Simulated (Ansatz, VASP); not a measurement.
# BN: VASP beside Ansatz, part 3 of 3

Aim: how closely do two programs agree when they are given the same cell, functional and k mesh? The cell is taken from a series of runs on this material, whose earlier steps may have relaxed, scaled, displaced or heated it; both programs get it as it stands.

VASP 6.6.1 and Ansatz 0.2.0.

So far: Set-up; VASP: zone-centre phonons, RPBE, pair 1; Ansatz: zone-centre phonons, RPBE, pair 1.

**4. Comparison**

Known differences besides the potentials themselves: fixed occupations in Ansatz, narrow Gaussian smearing in VASP; VASP's response is taken on the typed mesh, Ansatz refines its own for the field response alone; the cutoff is 420 eV in Ansatz and 600 eV in VASP; Ansatz makes its cores anew for this functional, VASP keeps those of its PBE data sets. Total energies have different zeros and are not compared.

Compared:

| quantity | Ansatz | VASP | difference |
| --- | --- | --- | --- |
| ε∞ xx | 3.61 | 3.61 | -0.12 % |
| ε∞ yy | 3.61 | 3.61 | -0.12 % |
| ε∞ zz | 1.76 | 1.76 | -0.03 % |
| Born charge of B1 (mean of the diagonal) (e) | 1.96 | 1.95 | 0.00 |
| Born charge of N3 (mean of the diagonal) (e) | -1.96 | -1.95 | 0.00 |
| optical mode 1 to 2 (imaginary, printed as negative) (cm⁻¹) | 5.6 | -8.9 | +14.5 |
| optical mode 3 (cm⁻¹) | 26.8 | 20.7 | +6.1 |
| optical mode 4 (cm⁻¹) | 771.5 | 772.6 | -0.14 % |
| optical mode 5 (cm⁻¹) | 791.8 | 793.0 | -0.15 % |
| optical mode 6 to 7 (cm⁻¹) | 1323.3 | 1323.2 | +0.01 % |
| optical mode 8 to 9 (cm⁻¹) | 1323.3 | 1323.4 | -0.01 % |

Modes are paired by rising frequency, not by their patterns, so a pair may set unlike modes beside each other; they are those without the splitting of longitudinal modes.

**5. VASP: zone-centre phonons, RPBE, pair 2**

Second derivatives magnify differences that forces hide, and they need a tight electronic threshold. The cell compared in this pair holds 53.84 Å³, against 53.03 Å³ for the pair before.

INCAR reads:

```
SYSTEM = BN
PREC = Accurate
ENCUT = 600
EDIFF = 1E-08
NELM = 120
ISMEAR = 0
SIGMA = 0.01
LREAL = .FALSE.
ALGO = Normal
GGA = RP
NBANDS = 14
LORBIT = 11
LWAVE = .FALSE.
LCHARG = .FALSE.
ISIF = 2
IBRION = 8
LEPSILON = .TRUE.
LASPH = .TRUE.
GGA_COMPAT = .FALSE.
EFERMI = MIDGAP
KPAR = 2
```

POSCAR reads:

```
BN
1.0
    2.5241313965      0.0000000000      0.0000000000
   -1.2620656983      2.1859619119      0.0000000000
    0.0000000000      0.0000000000      9.7571282298
B N
2 2
Direct
    0.3333333334      0.6666666668      0.2500000000
    0.6666666668      0.3333333334      0.7500000000
    0.3333333334      0.6666666668      0.7500000000
    0.6666666668      0.3333333334      0.2500000000
```

KPOINTS reads:

```
Automatic mesh
0
Gamma
9 9 2
0 0 0
```

The projector-augmented-wave data sets are B and N (PBE family, release 64).

On the command line:

```sh
> mpirun -np 2 vasp_std
```

Numbers of over 12 decimals in the logs are rounded to 6 here.

What it wrote:

```text
[banner, memory and clock lines left out]
running    2 mpi-ranks, on    1 nodes
[...]
[... a notice as in an earlier step ...]

 LDA part: xc-table for (Slater+PW92), standard interpolation
 POSCAR, INCAR and KPOINTS ok, starting setup
[...]
entering main loop
       N       E                     dE             d eps       ncg     rms          rms(c)
DAV:   1     0.838660414929E+02    0.83866E+02   -0.80873E+03   672   0.111E+03
DAV:   2    -0.309751725723E+02   -0.11484E+03   -0.10277E+03   922   0.256E+02
DAV:   3    -0.373112845754E+02   -0.63361E+01   -0.62946E+01   894   0.645E+01
DAV:   4    -0.373990147768E+02   -0.87730E-01   -0.87691E-01   828   0.807E+00
[...]
DAV:  15    -0.338449232552E+02    0.22573E-06   -0.29600E-07   768   0.368E-03    0.243E-04
DAV:  16    -0.338449232399E+02    0.15317E-07   -0.12118E-08   812   0.755E-04    0.588E-05
DAV:  17    -0.338449232397E+02    0.22555E-09   -0.57775E-10   582   0.181E-04
   1 F= -.33844923E+02 E0= -.33844923E+02  d E =0.000000E+00
[...]
RMM:  14    -0.234703555924E+00   -0.48122E-08    0.15119E-06  2614   0.122E-05    0.596E-08
 first order change of Fermi-energy  -0.50230E-04
 force on displaced ion       3 direction 1 : -39.261   0.004   0.000
 Born effective charge ion    3 direction 1 :  -2.721   0.001   0.000
 Linear response progress:
  Degree of freedom:   4/  4
       N       E                     dE             d eps       ncg     rms          rms(c)
RMM:   1    -0.271947156961E+00   -0.27195E+00    0.17410E-01  1169   0.273E+00
RMM:   2    -0.273144250036E+00   -0.11971E-02   -0.29513E-03  1078   0.336E-01    0.186E-01
RMM:   3    -0.273367062792E+00   -0.22281E-03   -0.17100E-03  1016   0.232E-01    0.834E-02
RMM:   4    -0.274352305604E+00   -0.98524E-03   -0.93785E-04  1057   0.159E-01    0.146E-02
[...]
RMM:  12    -0.274182416449E+00   -0.45290E-07    0.13234E-09  1175   0.121E-05    0.113E-06
RMM:  13    -0.274182401650E+00    0.14799E-07    0.59921E-09  1069   0.797E-06    0.304E-07
RMM:  14    -0.274182403080E+00   -0.14301E-08   -0.18507E-08   883   0.636E-06    0.635E-08
 first order change of Fermi-energy  -0.27753E-05
 force on displaced ion       3 direction 3 :  -0.000   0.000 -13.747
 Born effective charge ion    3 direction 3 :   0.000   0.000  -0.419
 Born effective charges drift removed
 Linear response finished
```

Parts of OUTCAR (step 5):

```text
  Total        0.0016127      0.0016127     -0.0462498     -0.0000000      0.0000000      0.0000000
  in kB        0.0479933      0.0479933     -1.3763978     -0.0000000      0.0000000      0.0000000
  external PRESSURE =      -0.4268037 kB  Pullay stress =       0.0000000 kB

 POSITION                                       TOTAL-FORCE (eV/Angst)
 -----------------------------------------------------------------------------------
     -0.00000      1.45731      2.43928         0.000000      0.000000     -0.000000
      1.26207      0.72865      7.31785        -0.000000     -0.000000     -0.000000
     -0.00000      1.45731      7.31785        -0.000000      0.000000      0.000000
      1.26207      0.72865      2.43928         0.000000     -0.000000      0.000000
 -----------------------------------------------------------------------------------
    total drift:                               -0.000000     -0.000000      0.000000

 MACROSCOPIC STATIC DIELECTRIC TENSOR (including local field effects in DFT)
 ------------------------------------------------------
           3.576788    -0.000000     0.000000
          -0.000000     3.576788     0.000000
          -0.000000    -0.000000     1.742341
 ------------------------------------------------------

 MACROSCOPIC STATIC DIELECTRIC TENSOR IONIC CONTRIBUTION
 ------------------------------------------------------
           1.267361    -0.000000    -0.000000
          -0.000000     1.267361     0.000000
          -0.000000     0.000000     0.088286
 ------------------------------------------------------

[... 1 part as in an earlier step ...]

[... 1 further part left out ...]
```

**6. Ansatz: zone-centre phonons, RPBE, pair 2**

The same cell, functional and mesh now go to Ansatz, which takes its cutoff from its data sets.

The cell is taken from a series of runs on this material, whose earlier steps may have relaxed, scaled, displaced or heated it; both programs get it as it stands.

input.yaml reads:

```yaml
crystal:
  lattice:
    - [2.5241313965, 0.0, 0.0]
    - [-1.2620656983, 2.1859619119, 0.0]
    - [0.0, 0.0, 9.7571282298]
  atoms:
    - { symbol: B, position: [0.3333333333, 0.6666666667, 0.25] }
    - { symbol: B, position: [0.6666666667, 0.3333333333, 0.75] }
    - { symbol: "N", position: [0.3333333333, 0.6666666667, 0.75] }
    - { symbol: "N", position: [0.6666666667, 0.3333333333, 0.25] }
kpoints:
  mp_grid: { grid: [9, 9, 2] }
hamiltonian:
  xc: rpbe
scf:
  occupations: { method: fixed }
output:
  eigenvalues: true
phonons:
  method: dfpt
  dielectric: true
  rigid_motions: translations
```

On the command line:

```sh
> ansatz run input.yaml --threads 4 --pin off --max-ram 7168MiB --backend cpu --events-out ev --progress --plain --runs-dir out
```

What it wrote:

```text
[...]
Crystal: 4 atoms, lattice volume = 53.836 Å³
Basis set: ecut = 420 eV, 1071 PW (Γ), exchange–correlation on 36×36×144 points (8 copies of the dense FFT grid, shifted against one another)
Bands: 12, of which v1, the nominal top of the filled ones, is band 8 counted from 1 (7 counted from 0)
Symmetry: 24 space group operations
k-points: 50 of 162 (irreducible under 2 space group operations, time reversal used)
[...]
optical modes at Γ + LO–TO along q̂ = [1.0000, 0.0000, 0.0000]:
      ω (cm⁻¹)  modes    IR ((D/Å)²/amu)
[...]
optical modes at Γ + LO–TO along q̂ = [0.0000, 1.0000, 0.0000]:
      ω (cm⁻¹)  modes    IR ((D/Å)²/amu)
[...]
optical modes at Γ + LO–TO along q̂ = [0.0000, 0.0000, 1.0000]:
      ω (cm⁻¹)  modes    IR ((D/Å)²/amu)
[...]
791.37      1             1.3306
        791.75      1             0.0000
       1322.83      2             0.0000
       1322.84      2           112.2316
[key lines of the parts left out:]
SCF converged after 8 iterations
Free energy (F): -1090.137080 eV
Fermi energy:    1.392972 eV
```

**7. Side by side**

Compared:

| quantity | Ansatz | VASP | difference |
| --- | --- | --- | --- |
| ε∞ xx | 3.57 | 3.58 | -0.11 % |
| ε∞ yy | 3.57 | 3.58 | -0.11 % |
| ε∞ zz | 1.74 | 1.74 | -0.04 % |
| Born charge of B1 (mean of the diagonal) (e) | 1.96 | 1.95 | 0.00 |
| Born charge of N3 (mean of the diagonal) (e) | -1.96 | -1.95 | 0.00 |
| optical mode 1 to 2 (imaginary, printed as negative) (cm⁻¹) | 5.1 | -7.8 | +12.9 |
| optical mode 3 (cm⁻¹) | 24.5 | 20.4 | +4.1 |
| optical mode 4 (cm⁻¹) | 772.0 | 773.2 | -0.15 % |
| optical mode 5 (cm⁻¹) | 791.8 | 793.0 | -0.16 % |
| optical mode 6 to 7 (cm⁻¹) | 1322.8 | 1322.7 | +0.01 % |
| optical mode 8 to 9 (cm⁻¹) | 1322.8 | 1323.0 | -0.01 % |

Modes are paired by rising frequency, not by their patterns, so a pair may set unlike modes beside each other; they are those without the splitting of longitudinal modes.

**8. VASP: zone-centre phonons, RPBE, pair 3**

Second derivatives magnify differences that forces hide, and they need a tight electronic threshold. The cell compared in this pair holds 54.64 Å³, against 53.84 Å³ for the pair before.

INCAR is that of step 5.

POSCAR reads:

```
BN
1.0
    2.5241828819      0.0000000000      0.0000000000
   -1.2620914410      2.1860064995      0.0000000000
    0.0000000000      0.0000000000      9.9030811579
B N
2 2
Direct
    0.3333333334      0.6666666668      0.2500000000
    0.6666666668      0.3333333334      0.7500000000
    0.3333333334      0.6666666668      0.7500000000
    0.6666666668      0.3333333334      0.2500000000
```

KPOINTS is that of step 5.

On the command line:

```sh
> mpirun -np 2 vasp_std
```

What it wrote:

```text
[... set-up lines as in an earlier step ...]
 entering main loop
       N       E                     dE             d eps       ncg     rms          rms(c)
DAV:   1     0.819905023963E+02    0.81991E+02   -0.81318E+03   672   0.111E+03
DAV:   2    -0.305746417651E+02   -0.11257E+03   -0.99990E+02   934   0.253E+02
DAV:   3    -0.373062517128E+02   -0.67316E+01   -0.66798E+01   882   0.647E+01
DAV:   4    -0.374023279009E+02   -0.96076E-01   -0.95997E-01   882   0.827E+00
[...]
DAV:  15    -0.338449673479E+02    0.28432E-06   -0.35027E-07   786   0.387E-03    0.233E-04
DAV:  16    -0.338449673323E+02    0.15541E-07   -0.11836E-08   788   0.743E-04    0.631E-05
DAV:  17    -0.338449673321E+02    0.22806E-09   -0.62507E-10   636   0.184E-04
   1 F= -.33844967E+02 E0= -.33844967E+02  d E =0.000000E+00
 Linear response reoptimize wavefunctions to high precision
DAV:   1    -0.338449673348E+02   -0.26776E-08   -0.17669E-10   612   0.106E-04
DAV:   2    -0.338449673348E+02    0.23647E-10   -0.17144E-11   486   0.359E-05
 Linear response G [H, r] |phi>, progress :
  Direction:   1
[...]
RMM:  14    -0.234690027676E+00    0.65255E-08    0.23795E-06  2705   0.199E-05    0.646E-08
 first order change of Fermi-energy  -0.49869E-04
 force on displaced ion       3 direction 1 : -39.252   0.004   0.000
 Born effective charge ion    3 direction 1 :  -2.721   0.001   0.000
 Linear response progress:
  Degree of freedom:   4/  4
       N       E                     dE             d eps       ncg     rms          rms(c)
RMM:   1    -0.272153234896E+00   -0.27215E+00    0.17413E-01  1174   0.273E+00
RMM:   2    -0.273351977293E+00   -0.11987E-02   -0.29913E-03  1075   0.336E-01    0.186E-01
RMM:   3    -0.273572472155E+00   -0.22049E-03   -0.17185E-03  1012   0.232E-01    0.834E-02
RMM:   4    -0.274556834365E+00   -0.98436E-03   -0.94440E-04  1068   0.159E-01    0.146E-02
[...]
RMM:  12    -0.274382786525E+00   -0.40861E-07   -0.12741E-09  1204   0.163E-05    0.108E-06
RMM:  13    -0.274382773788E+00    0.12737E-07   -0.80889E-09  1089   0.122E-05    0.358E-07
RMM:  14    -0.274382773071E+00    0.71737E-09   -0.30196E-08   943   0.111E-05    0.764E-08
 first order change of Fermi-energy  -0.22395E-05
 force on displaced ion       3 direction 3 :  -0.000   0.000 -13.760
 Born effective charge ion    3 direction 3 :   0.000   0.000  -0.414
 Born effective charges drift removed
 Linear response finished
```

Parts of OUTCAR (step 8):

```text
  Total       -0.0023201     -0.0023201     -0.0537001      0.0000000      0.0000000      0.0000000
  in kB       -0.0680261     -0.0680261     -1.5745016      0.0000000      0.0000000      0.0000000
  external PRESSURE =      -0.5701846 kB  Pullay stress =       0.0000000 kB

 POSITION                                       TOTAL-FORCE (eV/Angst)
 -----------------------------------------------------------------------------------
     -0.00000      1.45734      2.47577         0.000000     -0.000000      0.000000
      1.26209      0.72867      7.42731         0.000000      0.000000     -0.000000
     -0.00000      1.45734      7.42731         0.000000     -0.000000     -0.000000
      1.26209      0.72867      2.47577        -0.000000      0.000000     -0.000000
 -----------------------------------------------------------------------------------
    total drift:                               -0.000000     -0.000000      0.000000

 MACROSCOPIC STATIC DIELECTRIC TENSOR (including local field effects in DFT)
 ------------------------------------------------------
           3.539173    -0.000000     0.000000
          -0.000000     3.539173    -0.000000
          -0.000000     0.000000     1.724068
 ------------------------------------------------------

 MACROSCOPIC STATIC DIELECTRIC TENSOR IONIC CONTRIBUTION
 ------------------------------------------------------
           1.248877    -0.000000    -0.000000
          -0.000000     1.248877     0.000000
          -0.000000     0.000000     0.084906
 ------------------------------------------------------

[... 1 part as in an earlier step ...]

[... 1 further part left out ...]
```

**9. Ansatz: zone-centre phonons, RPBE, pair 3**

The same cell, functional and mesh now go to Ansatz, which takes its cutoff from its data sets.

The cell is taken from a series of runs on this material, whose earlier steps may have relaxed, scaled, displaced or heated it; both programs get it as it stands.

Edit input.yaml of step 6 so:

```diff
@@ -2,5 +2,5 @@
   lattice:
-    - [2.5241313965, 0.0, 0.0]
-    - [-1.2620656983, 2.1859619119, 0.0]
-    - [0.0, 0.0, 9.7571282298]
+    - [2.5241828819, 0.0, 0.0]
+    - [-1.262091441, 2.1860064995, 0.0]
+    - [0.0, 0.0, 9.9030811579]
   atoms:
```

On the command line:

```sh
> ansatz run input.yaml --threads 4 --pin off --max-ram 7168MiB --backend cpu --events-out ev --progress --plain --runs-dir out
```

What it wrote:

```text
[...]
Crystal: 4 atoms, lattice volume = 54.644 Å³
Basis set: ecut = 420 eV, 1071 PW (Γ), exchange–correlation on 36×36×144 points (8 copies of the dense FFT grid, shifted against one another)
Bands: 12, of which v1, the nominal top of the filled ones, is band 8 counted from 1 (7 counted from 0)
Symmetry: 24 space group operations
k-points: 50 of 162 (irreducible under 2 space group operations, time reversal used)
[...]
optical modes at Γ + LO–TO along q̂ = [1.0000, 0.0000, 0.0000]:
      ω (cm⁻¹)  modes    IR ((D/Å)²/amu)
[...]
optical modes at Γ + LO–TO along q̂ = [0.0000, 1.0000, 0.0000]:
      ω (cm⁻¹)  modes    IR ((D/Å)²/amu)
[...]
optical modes at Γ + LO–TO along q̂ = [0.0000, 0.0000, 1.0000]:
      ω (cm⁻¹)  modes    IR ((D/Å)²/amu)
[...]
791.30      1             1.3007
        791.65      1             0.0000
       1322.76      2             0.0000
       1322.78      2           112.2475
[key lines of the parts left out:]
SCF converged after 8 iterations
Free energy (F): -1090.137034 eV
Fermi energy:    1.286825 eV
```

**10. Comparison**

Both answers:

| quantity | Ansatz | VASP | difference |
| --- | --- | --- | --- |
| ε∞ xx | 3.54 | 3.54 | -0.11 % |
| ε∞ yy | 3.54 | 3.54 | -0.11 % |
| ε∞ zz | 1.72 | 1.72 | -0.04 % |
| Born charge of B1 (mean of the diagonal) (e) | 1.95 | 1.95 | 0.00 |
| Born charge of N3 (mean of the diagonal) (e) | -1.95 | -1.95 | 0.00 |
| optical mode 1 to 2 (imaginary, printed as negative) (cm⁻¹) | 4.6 | -10.6 | +15.2 |
| optical mode 3 (cm⁻¹) | 21.7 | 18.9 | +2.8 |
| optical mode 4 (cm⁻¹) | 772.5 | 773.7 | -0.16 % |
| optical mode 5 (cm⁻¹) | 791.6 | 792.9 | -0.16 % |
| optical mode 6 to 7 (cm⁻¹) | 1322.8 | 1322.6 | +0.01 % |
| optical mode 8 to 9 (cm⁻¹) | 1322.8 | 1322.9 | -0.01 % |

Modes are paired by rising frequency, not by their patterns, so a pair may set unlike modes beside each other; they are those without the splitting of longitudinal modes.

**11. Outcome**

```yaml
r_m_s_difference_of_the_optical_zone_centre_modes_each_program_s_sorted_by_frequency_zone_centre_phonons_rpbe_pair_1: 7.2 cm⁻¹
r_m_s_difference_of_the_optical_zone_centre_modes_each_program_s_sorted_by_frequency_zone_centre_phonons_rpbe_pair_2: 6.3 cm⁻¹
r_m_s_difference_of_the_optical_zone_centre_modes_each_program_s_sorted_by_frequency_zone_centre_phonons_rpbe_pair_3: 7.2 cm⁻¹
```

In words: The r.m.s. difference of the optical zone-centre modes, each program's sorted by frequency is 7.2 cm⁻¹ (zone-centre phonons, RPBE, pair 1). What causes the difference of the zone-centre phonons, RPBE, pair 1 pair stays open here. What causes the difference of the zone-centre phonons, RPBE, pair 2 pair stays open here. What causes the difference of the zone-centre phonons, RPBE, pair 3 pair stays open here. 4 further runs of this series are not shown here. How closely two codes agree says nothing of how well the functional describes the real material.

[Lines on the potential files, build, host, timing and source positions are cut from VASP's logs without a mark.]

[Logs are printed without paths, hosts, clocks, repeated set-up lines and the standing remarks that a program may print on its own settings, such as how far it seeks lower states.]

[Hosts, paths, dates, database ids (printed as entryN), source tags and the programs' standing remarks are cut or masked in the printed files.]
